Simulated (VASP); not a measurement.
Set up this calculation in VASP 6.6.1, as the native input.

```
Task                   : Born charges and dielectric tensor
Functional             : LDA
Potentials or basis    : VASP PAW LDA potentials, release 64 (Ti_sv, O)
Cutoff                 : 600 eV
k mesh                 : 6 × 6 × 10
Occupations            : gaussian, width 0.02 eV
Spin                   : no spin polarisation
Further INCAR settings : ALGO = Normal; EDIFF = 1e-08; IBRION = 8; NSW = 1
```

The structure of TiO2 lies in POSCAR:

```
TiO2
1.0
    4.5922200000      0.0000000000      0.0000000000
    0.0000000000      4.5922200000      0.0000000000
    0.0000000000      0.0000000000      2.9420300000
Ti O
2 4
Direct
    1.0000000000      0.0000000000      0.0000000000
    0.5000000000      0.5000000000      0.5000000000
    0.3043000000      0.3043000000      0.0000000000
    0.1957000000      0.8043000000      0.5000000000
    0.6957000000      0.6957000000      1.0000000000
    0.8043000000      0.1957000000      0.5000000000
```

The input as run:

INCAR

```
PREC = Accurate
ENCUT = 600
EDIFF = 1E-8
ISMEAR = 0
SIGMA = 0.02
LREAL = False
LASPH = True
NELM = 80
ALGO = Normal
ISIF = 2
LWAVE = False
LCHARG = False
GGA = CA
LEPSILON = True
IBRION = 8
NSW = 1
```

KPOINTS

```
regular mesh
0
Gamma
  6 6 10
```

Potentials or basis: VASP PAW LDA potentials, release 64 (Ti_sv, O).

Launch:

```bash
$ cat potpaw_LDA.64/Ti_sv/POTCAR potpaw_LDA.64/O/POTCAR > POTCAR
$ mpirun -np 1 vasp_std > vasp.out
```

It gave:

- Band gap on the k mesh: 1.78 eV, direct
- Electronic dielectric tensor (diagonal): 7.56, 7.56, 9.04
- Born charges (mean of the diagonal): Ti +6.77; O -3.39 e
- Highest phonon frequency at Γ, LO-TO splitting left out: 788 cm⁻¹

It took 38 min on 1 thread of Intel(R) Xeon(R) 6975P-C (Granite Rapids) (shared host), peak memory 0.66 GiB.
